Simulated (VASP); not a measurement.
Given:

```yaml
crystal:
  lattice:
    - [0.00000, 3.04686, 3.04686]
    - [3.04686, 0.00000, 3.04686]
    - [3.04686, 3.04686, 0.00000]
  atoms:
    - { symbol: Al, position: [0.25000, 0.25000, 0.25000] }
    - { symbol: Al, position: [0.75000, 0.75000, 0.75000] }
    - { symbol: Au, position: [0.00000, 0.00000, 0.00000] }
```

All values below come from RPBE GGA, VASP's PBE PAW potentials (set 64) (plane waves; VASP 6.6.1). Numerical set-up: 520 eV cut-off, Gaussian smearing of 0.050 eV, potentials Al Au.

Unless said otherwise, spin-orbit coupling is left out, though it shifts the bands of the heavy elements here.

Q: Estimate the band gap (along the path) with the smallest direct gap where there is one.

A: 
* **band gap (along the path)**: none (metal, semimetal or under 0.01 eV)

Only differences to runs with the same potentials and settings are physical.

The compound is AuAl2 in the fluorite structure. It was relaxed first. The electron count is odd and the run is not spin-polarised, which forces a metal.
